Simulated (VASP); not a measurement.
Wanted: the native input for a VASP 6.6.1 run.

| Item | Value |
| --- | --- |
| Task | single point |
| Functional | PBE |
| Potentials or basis | VASP PAW PBE potentials, release 64 (Ge_d, Sb) |
| Cutoff | 520 eV |
| k mesh | 12 × 12 × 10 |
| Occupations | gaussian, width 0.1 eV |
| Spin | no spin polarisation |
| Dipole correction | no |
| Further INCAR settings | ALGO = Fast; EDIFF = 1e-06; NBANDS = 24 |

The structure of Ge2Sb lies in POSCAR:

```
Ge2Sb
1.0
    4.0302105493      0.0000000000      0.0000000000
   -2.0151052746      3.4902647183      0.0000000000
    0.0000000000      0.0000000000      4.9170270069
Ge Sb
2 1
Direct
    0.3333333333      0.6666666667      0.8549227427
    0.6666666667      0.3333333333      0.1450772573
    0.0000000000      0.0000000000      0.5000000000
```

The cell was built by a generator and needn't be a form met in nature.

One way to write it, as run:

INCAR

```
PREC = Accurate
ENCUT = 520
EDIFF = 1E-6
ISMEAR = 0
SIGMA = 0.1
LREAL = F
LASPH = T
NELM = 100
ALGO = Fast
ISIF = 2
LWAVE = F
LCHARG = F
GGA = PE
NBANDS = 24
```

KPOINTS

```
regular mesh
0
Gamma
  12 12 10
```

Potentials or basis: VASP PAW PBE potentials, release 64 (Ge_d, Sb).

Command:

```sh
$ cat potpaw_PBE.64/Ge_d/POTCAR potpaw_PBE.64/Sb/POTCAR > POTCAR
$ mpirun -np 1 vasp_std > vasp.out
```

Results of the run:

| Property | Result |
| --- | --- |
| Pressure | 0.0 GPa |
| Band gap on the k mesh | none (metal or under the smearing width) |

It took 3.1 min on 1 thread of Intel(R) Xeon(R) Platinum 8488C (Sapphire Rapids), on a shared host, peak memory 0.36 GiB.
